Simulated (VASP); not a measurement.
Here is the system:

```
CELL_PARAMETERS angstrom
      2.88000     0.00000     0.00000
      0.00000     2.88000     0.00000
      0.00000     0.00000     2.88000
ATOMIC_POSITIONS crystal
  Ga 0.50000 0.50000 0.50000
  Co 0.00000 0.00000 0.00000
```

Method: revPBE GGA, VASP's PBE PAW potentials (set 64) (plane waves; VASP). Numerical set-up: 520 eV cut-off, 11×11×11 Γ-centred mesh, first-order Methfessel-Paxton smearing of 0.10 eV, potentials Ga_d Co.

Energy and stress use the plane-wave basis of the starting cell.

Task: The ions, cell shape and volume are relaxed. What does this cell relax into?

Result: 
```
CELL_PARAMETERS angstrom
      2.90103     0.00000     0.00000
      0.00000     2.90103     0.00000
      0.00000     0.00000     2.90103
ATOMIC_POSITIONS crystal
  Ga 0.50000 0.50000 0.50000
  Co 0.00000 0.00000 0.00000
```
Space group Pm-3m (221), at a tolerance of 0.03 Å.

Task: How do energy and volume change from the first to the last step?

Result: The energy (σ→0) changes by -3.1 meV/atom and the volume by +2.2 %, in 3 ionic steps.

| step | E(σ→0) (eV) | max force (eV/Å) | pressure (GPa) | volume (Å³) |
|---|---|---|---|---|
| 1 | -9.7086 | 0.000 | 3.81 | 23.89 |
| 2 | -9.7103 | 0.000 | -2.95 | 24.88 |
| 3 | -9.7148 | 0.000 | -0.02 | 24.42 |

The compound is CoGa in the CsCl type structure. This run relaxes it. Symmetry was kept, so distortions that lower it aren't found. The run is not spin-polarised, so no magnetic state was tried.
